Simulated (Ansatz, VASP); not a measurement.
GaGe, level by level in two programs

```
CELL_PARAMETERS angstrom
0.00000 2.91704 2.91704
2.91704 0.00000 2.91704
2.91704 2.91704 0.00000
ATOMIC_POSITIONS crystal
Ge 0.00000 0.00000 0.00000
Ga 0.25000 0.25000 0.25000
```

Change from the starting cell: volume scaled by 1.02.

Single points on this cell with VASP 6.6.1 and Ansatz 0.2.0. Each row is one pair of runs. Alike in all rows: spin: off; k mesh: 8 × 8 × 8; smearing: fermi-dirac, width 0.05 eV; VASP's potentials, cutoff: VASP PAW PBE potentials, release 64 (Ge_d, Ga_d), 520 eV.

```tsv
level	Ansatz's potentials, cutoff	gap on the k mesh at the Fermi level (eV), VASP	gap on the k mesh at the Fermi level (eV), Ansatz	pressure (GPa), VASP	pressure (GPa), Ansatz
PBE	Ansatz PAW, 420 eV	none	none	-0.7	-0.7
PBE	Ansatz PAW earlier set, 1300 eV	none	none	-0.7	-0.7
PBE	JTH PAW, 3600 eV	none	none	-0.7	-0.6
PBE	SPMS NC, 925 eV	none	none	-0.7	-0.6
PBE	PseudoDojo standard (PBE files), 1088 eV	none	none	-0.7	-0.6
PBE	PseudoDojo stringent (PBE files), 1687 eV	none	none	-0.7	-0.7
PBE	Ansatz NC, 1088 eV	none	?	-0.7	?
PBEsol	Ansatz PAW, 420 eV	none	none	-3.3	-3.2
```

Fill in what Ansatz gave in row 7.

gap on the k mesh at the Fermi level (eV): none; pressure (GPa): -0.6.

A gap of «none» marks a metal or a gap that the smearing closes.

Caveats: the PAW data sets were made with another functional, which shifts forces and pressure a little (VASP); the PAW data sets come from PBE, with cores solved anew for the run's functional, which leaves a small shift of forces and pressure (Ansatz).
